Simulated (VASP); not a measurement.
Here is the system:

```
CELL_PARAMETERS angstrom
      4.39226     0.00000     0.00000
      0.00000     4.39226     0.00000
      0.00000     0.00000     2.89348
ATOMIC_POSITIONS crystal
  Cr 0.00000 0.00000 0.00000
  Cr 0.50000 0.50000 0.50000
  O  0.30343 0.30343 0.00000
  O  0.80343 0.19657 0.50000
  O  0.19657 0.80343 0.50000
  O  0.69657 0.69657 0.00000
```
Starting moments (μB, in the order of the record's atoms Cr Cr O O O O): 2.1 2.1 -0.1 -0.1 -0.1 -0.1.

Level of theory: PBEsol GGA, VASP's PBE PAW potentials (set 64) (plane waves; VASP). Numerical set-up: 520 eV cut-off, 8×8×12 Γ-centred mesh, tetrahedra with Blöchl corrections, potentials Cr_pv O.

Q: Predict the cell moment, energy per atom (σ→0), band gap (on the k-mesh) with the smallest direct gap where there is one.

A: 
The band gap (on the k-mesh) comes out as none (metal, semimetal or under 0.01 eV), the cell moment comes out as 4.00 μB and the energy per atom (σ→0) is -8.840 eV/atom.

Q: Give the moment on each site (PAW-sphere projection).

A: 
```csv
site,moment (μB)
Cr1,2.07
Cr2,2.07
O3,-0.06
O4,-0.06
O5,-0.06
O6,-0.06
```

Only differences to runs with the same potentials and settings are physical.

The compound is CrO2 in the rutile structure. It was relaxed first.
